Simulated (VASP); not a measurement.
A run of VASP 6.6.1 is set up as follows.

File INCAR:

```
SYSTEM = VSi11C12
PREC = Accurate
ENCUT = 450
EDIFF = 1E-5
ISMEAR = 0
SIGMA = 0.03
LREAL = Auto
LASPH = .TRUE.
NELM = 120
ALGO = Normal
ISIF = 2
LWAVE = .FALSE.
LCHARG = .FALSE.
ISPIN = 2
MAGMOM = 1 0 0 0 0 0 0 0 0 0 0 0 0 0 0 0 0 0 0 0 0 0 0 0
LORBIT = 11
NUPDOWN = 1
LMAXMIX = 4
LDAU = .TRUE.
LDAUTYPE = 2
LDAUL = 2 -1 -1
LDAUU = 3 0 0
LDAUJ = 0 0 0
LDAUPRINT = 1
GGA = PS
IBRION = 2
NSW = 60
EDIFFG = -0.03
ISYM = 0
KPAR = 4
```

The input KPOINTS:

```
regular mesh
0
G
  2 3 3
  0 0 0
```

File POSCAR:

```
VSi11C12
1.0
    0.0000000000      6.5370000000      6.5370000000
    4.3580000000      0.0000000000      4.3580000000
    4.3580000000      4.3580000000      0.0000000000
V Si C
1 11 12
Direct
    0.0127950000     -0.0003150000     -0.0059100000
    0.0033280000     -0.0057500000      0.5031290000
    0.0005620000      0.5012880000      0.0080150000
   -0.0009250000      0.4986840000      0.5120520000
    0.3364990000     -0.0113610000     -0.0007960000
    0.3329280000     -0.0076370000      0.5153280000
    0.3327060000      0.4988610000     -0.0106240000
    0.3411820000      0.4915270000      0.4996920000
    0.6699310000     -0.0059960000      0.0014380000
    0.6629250000      0.0070390000      0.4967390000
    0.6669700000      0.5010410000      0.0019130000
    0.6677700000      0.4996340000      0.5008190000
    0.0845560000      0.1170850000      0.1346590000
    0.0790100000      0.1311260000      0.6188820000
    0.0854680000      0.6265160000      0.1337120000
    0.0848930000      0.6208380000      0.6275400000
    0.4166370000      0.1188060000      0.1292810000
    0.4147440000      0.1180540000      0.6326500000
    0.4162390000      0.6160830000      0.1385050000
    0.4188660000      0.6203830000      0.6279810000
    0.7505550000      0.1235660000      0.1233790000
    0.7439850000      0.1340180000      0.6218980000
    0.7501050000      0.6291990000      0.1273610000
    0.7501810000      0.6227990000      0.6272380000
```

Potentials or basis: VASP PAW PBE potentials, release 64 (V_sv, Si, C).

Command:

```console
$ cat potpaw_PBE.64/V_sv/POTCAR potpaw_PBE.64/Si/POTCAR potpaw_PBE.64/C/POTCAR > POTCAR
$ mpirun -np 4 vasp_std > vasp.out
```

(1) Predict the energy gained by relaxing.

## Answers

(1) 35.7 meV/atom.

Caveat: the k mesh is coarse (spacing up to 0.42 Å⁻¹), so the values aren't converged; the total moment is fixed, so each spin has its own Fermi level; the U is typed as a test and isn't derived for this compound.
